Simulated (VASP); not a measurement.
A run of VASP 6.6.1:

Contents of INCAR:

```
ALGO = Normal ; EDIFF = 1E-7
ENCUT = 350 ; GGA = CA
ISIF = 2 ; ISMEAR = 0
LASPH = T ; LCHARG = F
LREAL = F ; LWAVE = F
NELM = 100 ; PREC = Accurate
SIGMA = 0.02
```

Contents of KPOINTS:

```
k-points
0
Gamma
  6 6 6
```

Contents of POSCAR:

```
ZnS                                     
1.0
   -0.0000000000      2.6487964726      2.6487964726
    2.6487964726     -0.0000000000      2.6487964726
    2.6487964726      2.6487964726     -0.0000000000
  Zn              S             
     1     1
Direct
     0.2500000000000000    0.2500000000000000    0.2500000000000000
     1.0000000000000000    0.0000000000000000    1.0000000000000000
```

File KPOINTS_OPT:

```
path GXWKGLUWLK,UX
10
line-mode
reciprocal
 0.0000000000  0.0000000000  0.0000000000  G
 0.5000000000  0.0000000000  0.5000000000  X

 0.5000000000  0.0000000000  0.5000000000  X
 0.5000000000  0.2500000000  0.7500000000  W

 0.5000000000  0.2500000000  0.7500000000  W
 0.3750000000  0.3750000000  0.7500000000  K

 0.3750000000  0.3750000000  0.7500000000  K
 0.0000000000  0.0000000000  0.0000000000  G

 0.0000000000  0.0000000000  0.0000000000  G
 0.5000000000  0.5000000000  0.5000000000  L

 0.5000000000  0.5000000000  0.5000000000  L
 0.6250000000  0.2500000000  0.6250000000  U

 0.6250000000  0.2500000000  0.6250000000  U
 0.5000000000  0.2500000000  0.7500000000  W

 0.5000000000  0.2500000000  0.7500000000  W
 0.5000000000  0.5000000000  0.5000000000  L

 0.5000000000  0.5000000000  0.5000000000  L
 0.3750000000  0.3750000000  0.7500000000  K

 0.6250000000  0.2500000000  0.6250000000  U
 0.5000000000  0.0000000000  0.5000000000  X
```

Potentials or basis: VASP PAW LDA potentials, release 64 (Zn, S).

Launch:

```console
$ cat potpaw_LDA.64/Zn/POTCAR potpaw_LDA.64/S/POTCAR > POTCAR
$ mpirun -np 1 vasp_std > vasp.out
```

Hardware: 1 thread of Intel(R) Xeon(R) Platinum 8259CL CPU @ 2.50GHz (Skylake/Cascade Lake), on a shared host.

Question: Estimate the wall time of this run.

Answer: Run time: 11 s on 1 thread of Intel(R) Xeon(R) Platinum 8259CL CPU @ 2.50GHz (Skylake/Cascade Lake), with other jobs on the host, peak memory 0.13 GiB. Counts: scf iterations 69, k points 16.
